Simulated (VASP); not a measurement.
# BaSiGe in VASP: notebook, part 2 of 2

VASP 6.6.1. The steps go on from the part before.

### Step 3. Single point, PBE

Contents of INCAR:

```
ALGO = Normal
DIPOL = 0.5 0.5 0.499
EDIFF = 1E-7
ENCUT = 520
GGA = PE
IDIPOL = 3
ISIF = 2
ISMEAR = 0
LASPH = True
LCHARG = True
LDIPOL = True
LELF = True
LREAL = False
LVACPOTAV = True
LVHAR = True
LWAVE = False
NBANDS = 21
NELM = 100
PREC = Accurate
SIGMA = 0.1
```

Contents of KPOINTS:

```
k-points
0
Gamma
  4 4 1
```

Contents of POSCAR:

```
BaSiGe
1.0
    4.3765530500      0.0000000000      0.0000000000
    0.0000000000      4.3765530500      0.0000000000
    0.0000000000      0.0000000000     17.0000000000
Ba Si Ge
1 1 1
Direct
    0.0000000000      0.0000000000      0.4968235300
    0.5000000000      0.5000000000      0.4144879200
    0.5000000000      0.5000000000      0.5855120800
```

Potentials or basis: VASP PAW PBE potentials, release 64 (Ba_sv, Si, Ge_d).

On the command line:

```sh
$ cat potpaw_PBE.64/Ba_sv/POTCAR potpaw_PBE.64/Si/POTCAR potpaw_PBE.64/Ge_d/POTCAR > POTCAR
$ mpirun -np 1 vasp_std > vasp.out
```

OUTCAR:

```text
EDIFF = 1E-7
   ENCUT = 520
   GGA = PE
   ISIF = 2
   ISMEAR = 0
   LASPH = True
   LREAL = False
   NELM = 100
   PREC = Accurate

 ion  position               nearest neighbor table
   1  0.000  0.000  0.497-   2 3.40   2 3.40   2 3.40   2 3.40   3 3.44   3 3.44   3 3.44   3 3.44

   2  0.500  0.500  0.414-   3 2.91   1 3.40   1 3.40   1 3.40   1 3.40
   3  0.500  0.500  0.586-   2 2.91   1 3.44   1 3.44   1 3.44   1 3.44

  LATTYP: Found a simple tetragonal cell.
 ALAT       =     4.3765530500
 C/A-ratio  =     3.8843354132

  Lattice vectors:

 A1 = (   4.3765530500,   0.0000000000,   0.0000000000)
 A2 = (   0.0000000000,   4.3765530500,   0.0000000000)
 A3 = (   0.0000000000,   0.0000000000,  17.0000000000)

Analysis of symmetry for initial positions (statically):
=====================================================================
 Subroutine PRICEL returns:
 Original cell was already a primitive cell.

 Routine SETGRP: Setting up the symmetry group for a
 simple tetragonal supercell.

 Subroutine GETGRP returns: Found  8 space group operations
 (whereof  8 operations were pure point group operations)
 out of a pool of 16 trial point group operations.

The static configuration has the point symmetry C_4v.

Analysis of symmetry for dynamics (positions and initial velocities):
=====================================================================
 Subroutine PRICEL returns:
 Original cell was already a primitive cell.

 Routine SETGRP: Setting up the symmetry group for a
 simple tetragonal supercell.

 Subroutine GETGRP returns: Found  8 space group operations
 (whereof  8 operations were pure point group operations)
 out of a pool of 16 trial point group operations.

The dynamic configuration has the point symmetry C_4v.

 Subroutine INISYM returns: Found  8 space group operations
[... 101 lines left out ...]
  volume/ion in A,a.u.               =     108.54       732.47
  Fermi-wavevector in a.u.,A,eV,Ry     =   0.722586  1.365490  7.104023  0.522131
  Thomas-Fermi vector in A             =   1.812587
   LORBIT       =      0    0 simple, 1 ext, 2 COOP (PROOUT), +10 PAW based schemes
   GGA     = PE    functional components
   LHFCALC =     F    Hartree Fock is set to
   AEXX    =    0.0000 exact exchange contribution
   IVDW    =     0    specifies the selected vdW correction
   LEPSILON=     F    determine dielectric tensor
   LRPA    =     F    only Hartree local field effects (RPA)
 non-spin polarized calculation
 Gauss-broadening in eV      SIGMA  =   0.10
  energy-cutoff  :      520.00
  volume of cell :      325.62
 maximum number of plane-waves:      8832
 NGX is ok and might be reduce to    36
   NGX = 17   NGY = 17   NGZ = 63

 dipolmoment           0.000000      0.000000      0.041109 electrons x Angstroem

 number of electron      28.0000020 magnetization

 dipolmoment           0.000000      0.000000     -0.019522 electrons x Angstroem

 Free energy of the ion-electron system (eV)
  ---------------------------------------------------
  ext. energy  EPLUGINS =         0.00000000
  ---------------------------------------------------
  free energy    TOTEN  =        -9.69742578 eV

  energy without entropy =       -9.67706013  energy(sigma->0) =       -9.68724296

 E-fermi :  -2.4323     XC(G=0):  -3.4326

 val. band max:       -2.4962848685   @ k =   0.2500   0.2500   0.0000
 cond. band min:      -2.3558082560   @ k =   0.5000   0.2500   0.0000
 fundamental gap:      0.1404766125
 Fermi energy:        -2.4323301793

 k-point     1 :       0.0000    0.0000    0.0000
  band No.  band energies     occupation
      1     -29.8314      2.00000
      2     -26.6373      2.00000
      3     -26.6314      2.00000
      4     -26.5938      2.00000
      5     -26.5938      2.00000
      6     -26.5822      2.00000
[... 133 lines left out ...]
     20       3.5494      0.00000
     21       3.5494      0.00000

------------------------ aborting loop because EDIFF is reached ----------------------------------------

  FORCE on cell =-STRESS in cart. coord.  units (eV):
  Direction    XX          YY          ZZ          XY          YZ          ZX
  --------------------------------------------------------------------------------------
  -------------------------------------------------------------------------------------
  Total        0.1646549      0.1646549     -3.7317097      0.0000000      0.0000000      0.0000000
  in kB        0.8101620      0.8101620    -18.3613716      0.0000000      0.0000000      0.0000000
  external PRESSURE =      -5.5803492 kB  Pullay stress =       0.0000000 kB

 VOLUME and BASIS-vectors are now :
 -----------------------------------------------------------------------------
  energy-cutoff  :      520.00
  volume of cell :      325.62
      direct lattice vectors                 reciprocal lattice vectors
     4.376553050  0.000000000  0.000000000     0.228490318  0.000000000  0.000000000
     0.000000000  4.376553050  0.000000000     0.000000000  0.228490318  0.000000000
     0.000000000  0.000000000 17.000000000     0.000000000  0.000000000  0.058823529

 POSITION                                       TOTAL-FORCE (eV/Angst)
 -----------------------------------------------------------------------------------
      0.00000      0.00000      8.44600         0.000000      0.000000     -0.091260
      2.18828      2.18828      7.04629         0.000000     -0.000000      1.327338
      2.18828      2.18828      9.95371         0.000000      0.000000     -1.236078
 -----------------------------------------------------------------------------------
    total drift:                                0.000000      0.000000     -0.000833

  FREE ENERGIE OF THE ION-ELECTRON SYSTEM (eV)
  ---------------------------------------------------
  free  energy   TOTEN  =        -9.6974257802 eV

  energy  without entropy=       -9.6770601342  energy(sigma->0) =       -9.68724296

 vacuum level on the upper side and lower side of the slab         2.181         2.366
```

stdout:

```text
POSCAR found type information on POSCAR BaSiGe
 POSCAR found :  3 types and       3 ions
 scaLAPACK will be used
 LDA part: xc-table for (Slater+PW92), standard interpolation
 POSCAR, INCAR and KPOINTS ok, starting setup
 FFT: planning ... GRIDC
 FFT: planning ... GRID_SOFT
 FFT: planning ... GRID
 WAVECAR not read
 entering main loop
 -----------------------------------------------------------------------------
|                                                                             |
|           W    W    AA    RRRRR   N    N  II  N    N   GGGG   !!!           |
|           W    W   A  A   R    R  NN   N  II  NN   N  G    G  !!!           |
|           W    W  A    A  R    R  N N  N  II  N N  N  G       !!!           |
|           W WW W  AAAAAA  RRRRR   N  N N  II  N  N N  G  GGG   !            |
|           WW  WW  A    A  R   R   N   NN  II  N   NN  G    G                |
|           W    W  A    A  R    R  N    N  II  N    N   GGGG   !!!           |
|                                                                             |
|     Did not find any points to average over, which means that no vacuum     |
|     field-free region was found. Please increase the size of  your cell     |
|     in the dimension of the dipole correction to obtain accurate            |
|     workfunction values.                                                    |
|                                                                             |
 -----------------------------------------------------------------------------
```

Run time: 54 s. Hardware: 1 thread of Intel Xeon Platinum 8488C (Sapphire Rapids), shared host; peak memory 0.4 GiB.

Results:

- Free energy: -9.6974 eV
- Largest force: 1.327 eV/Å
- Band gap on the k mesh: none (metal or under the smearing width)
- Work function of the upper face: 4.61 eV
- Work function of the lower face: 4.80 eV

Forces on the atoms (eV/Å):
```
Ba   0.000  0.000 -0.091
Si   0.000  0.000  1.327
Ge   0.000  0.000 -1.236
```

Spin-orbit coupling is left out, which matters for the levels of Ba.
